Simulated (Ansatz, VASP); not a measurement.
# Sr2FeH6 in two plane-wave programs, part 2 of 2

Aim: how closely do two programs agree when they are given the same cell, functional and k mesh? The cell is taken from a series of runs on this material, whose earlier steps may have relaxed, scaled, displaced or heated it; both programs get it as it stands.

VASP 6.6.1 and Ansatz 0.2.0.

So far: The starting structure; VASP: dielectric response, LDA.

## (3) Ansatz: dielectric response, LDA

Level of this step: Ansatz beside VASP: Kohn-Sham DFT, plane waves, LDA (Ansatz).

Ansatz runs on its default PAW (the set named soft_2) files.

The same cell, functional (in two slightly different forms) and mesh now go to Ansatz, which takes its cutoff from its data sets.

input.yaml

```yaml
crystal:
  lattice:
    - [0.0, 3.70765225, 3.70765225]
    - [3.70765225, 0.0, 3.70765225]
    - [3.70765225, 3.70765225, 0.0]
  atoms:
    - { symbol: Sr, position: [0.75, 0.75, 0.75] }
    - { symbol: Sr, position: [0.25, 0.25, 0.25] }
    - { symbol: Fe, position: [0.0, 0.0, 0.0] }
    - { symbol: H, position: [0.78245799, 0.78245799, 0.21754201] }
    - { symbol: H, position: [0.21754201, 0.78245799, 0.21754201] }
    - { symbol: H, position: [0.78245799, 0.21754201, 0.21754201] }
    - { symbol: H, position: [0.21754201, 0.21754201, 0.78245799] }
    - { symbol: H, position: [0.78245799, 0.21754201, 0.78245799] }
    - { symbol: H, position: [0.21754201, 0.78245799, 0.78245799] }
kpoints:
  mp_grid: { grid: [6, 6, 6] }
hamiltonian:
  xc: lda
scf:
  occupations: { method: fixed }
dielectric: {}
```

Launch:

```sh
ansatz run input.yaml --threads 4 --pin off --max-ram 5529MiB --backend cpu --events-out ev --progress --plain --runs-dir out
```

Numbers of over 12 decimals in the logs are rounded to 6 here.

What it wrote:

```text
Engine: ansatz 0.2.0, aarch64-unknown-linux-gnu
Pseudopotentials: kind: paw
Pseudopotential: Sr, paw, valence charge 10, recommended cutoff 420 eV (normal), Sr.paw.azcp
Pseudopotential: Fe, paw, valence charge 16, recommended cutoff 420 eV (normal), Fe.paw.azcp
Pseudopotential: H, paw, valence charge 1, recommended cutoff 420 eV (normal), H.paw.azcp
Functional definition: SPW92
  exchange = slater_x
  correlation = pw_c
Crystal: 9 atoms, lattice volume = 101.936 Å³
Basis set: ecut = 420 eV, 1989 PW (Γ), exchange–correlation on 72×72×72 points (8 copies of the dense FFT grid, shifted against one another)
Bands: 30, of which v1, the nominal top of the filled ones, is band 21 counted from 1 (20 counted from 0)
Symmetry: 48 space group operations
k-points: 30 of 216 (irreducible under 8 space group operations, time reversal used)
Non-local potential: Sr, projectors of the file, l = 0: 3, l = 1: 2, l = 2: 2
Non-local potential: Fe, projectors of the file, l = 0: 3, l = 1: 2, l = 2: 3, l = 3: 1
Non-local potential: H, projectors of the file, l = 0: 2, l = 1: 1
PAW form: soft (Blöchl's): semilocal exchange-correlation on the pseudo side does not see the compensation charge
PAW frozen core: Sr, regenerated for the run's functional, and the local potential with it (the file was generated under x = pbe(κ = 0.804, μ = 0.219515), c = pbe(β = 0.066725))
PAW frozen core: Fe, regenerated for the run's functional, and the local potential with it (the file was generated under x = pbe(κ = 0.804, μ = 0.219515), c = pbe(β = 0.066725))
PAW one-centre angular grid: Sr, 110 points (default); XC on 64 Gauss nodes
PAW one-centre angular grid: Fe, 590 points (default); XC on 64 Gauss nodes
PAW one-centre angular grid: H, 110 points (default); XC on 64 Gauss nodes
Initial density: superposition of atomic densities (neutral atoms: chi_scale 0, normalization atom), corrected by the library's trained network
Initial wavefunctions: pseudopotential atomic-orbital guess
Functional: x = slater, c = lda
SCF iter   1: F=—  HF=-11407.751817 eV  |F-HF|=—  |Δ(HF+E_count)|=         —  Δρ=1.15e-2  dr2=1.04e-1  ethr=1.77e-3  ⟨swp⟩=5.0  Hψ=3832  notcnv=0  defer=165
preconditioner: auto → none  [insulator: Δε(μ)=1.095 eV  Ē_g=12.441 eV  n_scr=14 (ndim 8)  ℏωp=20.1 eV  f_vac=0.010  ε∞_Penn≈3.6]
SCF iter   2: F=—  HF=-11407.719018 eV  |F-HF|=—  |Δ(HF+E_count)|=   3.28e-2  Δρ=7.14e-3  dr2=4.26e-2  ethr=2.48e-4  ⟨swp⟩=2.5  Hψ=1480  notcnv=0  defer=210
SCF iter   3: F=—  HF=-11407.784754 eV  |F-HF|=—  |Δ(HF+E_count)|=   6.57e-2  Δρ=2.66e-2  dr2=7.81e-1  ethr=1.01e-4  ⟨swp⟩=3.3  Hψ=1573  notcnv=0  defer=210  recentre
SCF iter   4: F=—  HF=-11407.713804 eV  |F-HF|=—  |Δ(HF+E_count)|=   7.10e-2  Δρ=1.01e-3  dr2=5.77e-4  ethr=1.01e-4  ⟨swp⟩=3.0  Hψ=1852  notcnv=0  defer=208
SCF iter   5: F=—  HF=-11407.713797 eV  |F-HF|=—  |Δ(HF+E_count)|=   6.78e-6  Δρ=7.73e-4  dr2=8.22e-4  ethr=1.37e-6  ⟨swp⟩=2.3  Hψ=1380  notcnv=0  defer=210
SCF iter   6: F=—  HF=-11407.713725 eV  |F-HF|=—  |Δ(HF+E_count)|=   7.23e-5  Δρ=2.60e-4  dr2=7.56e-5  ethr=1.37e-6  ⟨swp⟩=1.6  Hψ=838  notcnv=0  defer=159
SCF iter   7: F=—  HF=-11407.713723 eV  |F-HF|=—  |Δ(HF+E_count)|=   1.63e-6  Δρ=4.76e-5  dr2=3.07e-6  ethr=1.80e-7  ⟨swp⟩=1.8  Hψ=857  notcnv=0  defer=120
SCF iter   8: F=—  HF=-11407.713710 eV  |F-HF|=—  |Δ(HF+E_count)|=   1.33e-5  Δρ=7.11e-6  dr2=8.93e-8  ethr=7.31e-9  ⟨swp⟩=2.0  Hψ=961  notcnv=0  defer=114
SCF iter   9: F=—  HF=-11407.713710 eV  |F-HF|=—  |Δ(HF+E_count)|=   1.67e-8  Δρ=1.55e-6  dr2=4.68e-9  ethr=2.13e-10  ⟨swp⟩=2.1  Hψ=1097  notcnv=0  defer=114
SCF iter  10: F=—  HF=-11407.713710 eV  |F-HF|=—  |Δ(HF+E_count)|=  8.53e-10  Δρ=4.67e-7  dr2=2.42e-10  ethr=1.11e-11  ⟨swp⟩=2.1  Hψ=1000  notcnv=0  defer=114
SCF iter  11: F=-11407.713710 eV  HF=-11407.713710 eV  |F-HF|=1.09e-11  |Δ(HF+E_count)|=  9.09e-11  Δρ=8.56e-8  dr2=1.00e-11  ethr=1.00e-12  ⟨swp⟩=12.4  Hψ=4516  notcnv=0
SCF 1 converged in 11 iterations: F = -11407.713710 eV  dr2 = 1.00e-11
  greatest PAW one-centre occupation: 1.000 electrons in one spin orbital (limit 2), on the Fe atom at site 2 (counted from 0), in its partial waves of l = 0
NSCF: frozen V_eff on 2 k-points
DFPT response loops at Γ: preconditioner auto → Resta (q_TF=auto, 2.353 Å⁻¹)  ε∞=7.5 (no band partly filled); β = 1.00, the filter's whole step (`scf.mixing.beta` (0.50) is not read by the response loops at its default; to damp them type it under 1.00, their step now; it binds the ground state too); Broyden in place of MSR1
── the response to a field inside a basis, on 6×6×6 k-points: an SCF that follows is theirs, and a resumed run solves both again ──
Bands: 22, of which v1, the nominal top of the filled ones, is band 21 counted from 1 (20 counted from 0)
k-points: 28 of 216 (irreducible under 12 space group operations)
Initial density: handed on by an earlier stage of this run
Initial wavefunctions: pseudopotential atomic-orbital guess (no wavefunctions were taken with the density)
Eigensolver: Dense (28 Hₖ)
SCF iter   1: F=—  HF=-11407.704848 eV  |F-HF|=—  |Δ(HF+E_count)|=         —  Δρ=1.72e-4  dr2=8.10e-6  ethr=1.00e-1
preconditioner: auto → none  [insulator: Δε(μ)=1.125 eV  Ē_g=9.798 eV  n_scr=14 (ndim 8)  ℏωp=20.1 eV  f_vac=0.014  ε∞_Penn≈5.2]
SCF iter   2: F=—  HF=-11407.704851 eV  |F-HF|=—  |Δ(HF+E_count)|=   3.20e-6  Δρ=1.31e-4  dr2=9.93e-6  ethr=1.93e-8
SCF iter   3: F=—  HF=-11407.704879 eV  |F-HF|=—  |Δ(HF+E_count)|=   2.82e-5  Δρ=5.26e-4  dr2=3.10e-4  ethr=1.93e-8  recentre
SCF iter   4: F=-11407.704852 eV  HF=-11407.704852 eV  |F-HF|=5.38e-8  |Δ(HF+E_count)|=   2.73e-5  Δρ=1.19e-5  dr2=8.39e-8  ethr=1.93e-8
SCF 1 converged in 4 iterations: F = -11407.704852 eV  dr2 = 8.39e-8
  greatest PAW one-centre occupation: 1.001 electrons in one spin orbital (limit 2), on the Fe atom at site 2 (counted from 0), in its partial waves of l = 0
DFPT response loops at Γ: preconditioner auto → Resta (q_TF=auto, 2.353 Å⁻¹)  ε∞=7.3 (no band partly filled); β = 1.00, the filter's whole step (`scf.mixing.beta` (0.50) is not read by the response loops at its default; to damp them type it under 1.00, their step now; it binds the ground state too); Broyden in place of MSR1
SCF converged after 11 iterations
Free energy (F): -11407.713710 eV
Harris-Foulkes:  -11407.713710 eV  (|F-HF|=1.09e-11)
Internal energy: -11407.713710 eV  (E = F + TS)
E sigma→0 (E₀):  -11407.713710 eV
Fermi energy:    6.883993 eV
--- Per-component energies (eV) ---
  E_band       = -567.781642
  E_kinetic    = 929.975172
  E_local      = -5016.319106  (includes V_loc(G=0)·N_el)
  E_nonlocal   = 634.994884
  E_hartree    = 1908.090235
  E_xc         = -517.096352
  E_vxc        = -549.371890  (∫ρ·V_xc dr)
  E_paw        = -6498.978448  (= ΣΔE_a)
  E_vpaw       = -383.235884  (= ΣTr[D̂ρ^β])
  E_aug_tail   = -0.005359  (compensation charges beyond the density's cutoff)
  E_ewald      = -2849.364542
  E_core_change = 0.989807  (= ΣΔE_core)
  E_smearing   = -0.000000  (= −TS)
  E_closure    = 0.000000  (closes the sum)
  Σ components = -11407.713710   (vs F -11407.713710, Δ=0.00e0)
--- Band table (eV; the first three rows and the last of 30) ---
  k-point 0: bands = [... 17 lower, 3.6594, 6.8840, 6.8840, 6.8840, 9.2247, 9.2247, 10.3533, 13.7174, ... 5 higher]
  k-point 1: bands = [... 17 lower, 3.8677, 6.8281, 6.8679, 6.8679, 9.2269, 9.2269, 10.8535, 12.1769, ... 5 higher]
  k-point 2: bands = [... 17 lower, 4.2289, 6.6902, 6.8285, 6.8285, 9.2605, 9.2605, 10.6455, 11.2502, ... 5 higher]
  k-point 29: bands = [... 17 lower, 4.5496, 6.5553, 6.7639, 6.8273, 8.1259, 9.8201, 9.9140, 9.9740, ... 5 higher]
--- Dielectric response (ions clamped): 3 representative field directions + reference, inside a basis on a mesh of 216 k-points (Σ response iterations 12) ---
  ε∞ (high-frequency dielectric tensor):
        4.622584     0.000000     0.000000
        0.000000     4.622584    -0.000000
        0.000000    -0.000000     4.622584
  Born effective charges Z* (e; rows j = field, columns β = displacement):
    site 0:
         2.24709   -0.00000   -0.00000
         0.00000    2.24709   -0.00000
        -0.00000    0.00000    2.24709
    site 1:
         2.24709   -0.00000    0.00000
         0.00000    2.24709   -0.00000
         0.00000   -0.00000    2.24709
    site 2:
        -2.18054    0.00000    0.00000
        -0.00000   -2.18054    0.00000
        -0.00000    0.00000   -2.18054
    site 3:
        -0.14435   -0.00000   -0.00000
         0.00000   -0.14435   -0.00000
         0.00000   -0.00000   -0.86813
    site 4:
        -0.14435   -0.00000   -0.00000
         0.00000   -0.86813   -0.00000
         0.00000   -0.00000   -0.14435
    site 5:
        -0.86813   -0.00000   -0.00000
         0.00000   -0.14435   -0.00000
         0.00000   -0.00000   -0.14435
    site 6:
        -0.14435   -0.00000   -0.00000
         0.00000   -0.14435   -0.00000
         0.00000   -0.00000   -0.86813
    site 7:
        -0.14435   -0.00000   -0.00000
         0.00000   -0.86813   -0.00000
         0.00000   -0.00000   -0.14435
    site 8:
        -0.86813   -0.00000   -0.00000
         0.00000   -0.14435   -0.00000
         0.00000   -0.00000   -0.14435
  Z* charge neutrality: 1.821e-3 e pre-enforcement
  solved inside a basis spanned on kpoints, on 6×6×6 k-points, its susceptibility summed on 10×10×10: ε∞ is read to err by 1.2e-2, Z* by 1.7e-2 e (field_mesh: kpoints solves on kpoints); Z* is corrected for what the basis lacks
```

In the SCF lines HF is the Harris–Foulkes energy and dr2 the Hartree energy of the density residual, in eV; the loop may stop once dr2 is under the threshold and the program's other checks hold. Hψ counts applications of the Hamiltonian.

## (4) Side by side

Known differences besides the potentials themselves: the two LDA forms differ slightly; fixed occupations in Ansatz, narrow Gaussian smearing in VASP; VASP's response is taken on the typed mesh, Ansatz refines its own for the field response alone; the data sets hold 42 valence electrons in Ansatz (on its default PAW (the set named soft_2) files) and 34 in VASP; the cutoff is 420 eV in Ansatz and 520 eV in VASP; VASP's log shows a relativistic correction to its local exchange, Ansatz's none. Total energies have different zeros and are not compared.

Both answers:

```
quantity  Ansatz  VASP  difference
   ε∞ xx    4.62  4.64     -0.29 %
   ε∞ yy    4.62  4.64     -0.29 %
   ε∞ zz    4.62  4.64     -0.29 %
```

## (5) Summary of results

```json
{
  "difference in ε∞ xx (dielectric response, LDA)": "-0.29 %"
}
```

The difference in ε∞ xx is -0.29 % (dielectric response, LDA), within the 5 % picked in this series as the mark of a large difference. The data sets hold unlike numbers of valence electrons (42 in Ansatz and 34 in VASP), so part of the differences comes from the potentials. How closely two codes agree says nothing of how well the functional describes the real material.

[Lines on the potential files, build, host, timing and source positions are cut from VASP's logs without a mark.]

[Logs are printed without paths, hosts, clocks, repeated set-up lines and the standing remarks that a program may print on its own settings, such as how far it seeks lower states.]

[Hosts, paths, dates, database ids (printed as entryN), source tags and the programs' standing remarks are cut or masked in the printed files.]
